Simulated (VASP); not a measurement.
# TiC: stress against strain

TiC (rock salt, Fm-3m, 10.166 Å³/atom and stress up to 0.01 GPa in the relaxed cell, cube axes along x, y and z) under an equal strain ε along x and y, with z held. r2SCAN in VASP (plane waves, PAW), 600 eV, 18×18×18 Γ-centred mesh, Methfessel-Paxton smearing 0.10 eV; ions are relaxed, or left where forces stay under 0.02 eV/Å, within the symmetry of each cell. Stress is positive for a compressed cell.

Here s stands for strain and y for stress xx.

```csv
strain (%),stress xx (GPa)
-1.50,10.78
-1.00,6.99
-0.50,3.40
0.00,0.01
0.50,-3.20
1.00,-6.22
1.50,-9.05
3.00,?
```

Question: Fit y against s with a straight line, and predict the withheld value at s = 3.00.

Answer: Means: s 0, y 0.387. About the means, the sum of products is -46.255 and the sum of squares of s is 7.0000; the slope is their ratio. Least squares gives y = 0.387 - 6.6079·s. Residuals (row less fit): 0.481, -0.005, -0.291, -0.377, -0.283, 0.001, 0.475; standard error 0.391 (degrees of freedom: 5). The slope gives the elastic constants C11 + C12 = about 660 GPa. At the withheld row, y = 0.387 - 6.6079 × 3.0 = -19.437 GPa. The calculation gives -16.54 GPa, 2.897 GPa above the prediction (10.6 % of the range of y in the table). The row lies outside the fitted rows, so this is an extrapolation. From the scatter of the fitted rows alone, a prediction at this place has a standard error of 0.609 GPa, so the miss is 4.8 times that.

A polynomial of degree 2 through the 12 other runs of the series gives -16.39 there, so most of the miss is curvature that the fit leaves out. In a metal these values are sensitive to mesh and smearing; energies are taken to zero smearing, stresses follow the free energy. The runs aren't spin-polarised. Rows are the converged runs of the series near zero and its far end, less any whose ions stayed unrelaxed beside relaxed ones; series whose fitted rows scatter by over a few per cent of the range, as at a crossing or softening among them, aren't shown in this form. Most that stay on the fit to the last digits aren't either.
